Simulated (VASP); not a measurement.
Given:

```xyz
6
Lattice="4.1048 0.0000 0.0000 0.0000 4.1048 0.0000 0.0000 0.0000 6.2634" Properties=species:S:1:pos:R:3 pbc="T T T"
Ti     0.0000     0.0000     0.0000
Ti     2.0524     2.0524     0.0000
Ti     2.0524     0.0000     1.6911
Ti     0.0000     2.0524     4.5723
C      2.0524     0.0000     4.3844
C      0.0000     2.0524     1.8790
```

The numbers are results of PBE GGA, VASP's PBE PAW potentials (set 64) (plane waves; VASP 6.6.1), not measurements. Settings: 400 eV cut-off, 5×5×3 Γ-centred mesh, Fermi-Dirac smearing of 0.10 eV, potentials Ti_sv C.

At this cut-off the stress carries a Pulay error, which pulls relaxed volumes low.

Question: Predict the energy per atom (σ→0), pressure, largest force, band gap (on the k-mesh) with the smallest direct gap where there is one.

Answer: 
```
Item                                                        Result
------------------------  ----------------------------------------
band gap (on the k-mesh)  none (metal, semimetal or under 0.01 eV)
energy per atom (σ→0)                       -673.9 kJ/mol of atoms
pressure                                                -18.68 GPa
largest force                                           5.156 eV/Å
```

The structure was generated: Ti2C was put into an ordered model structure, which need not be its known phase. The cell was not relaxed at this level. The k-mesh is coarse (spacing up to 0.33 per Å, 2π included), so the numbers may not be converged in it.
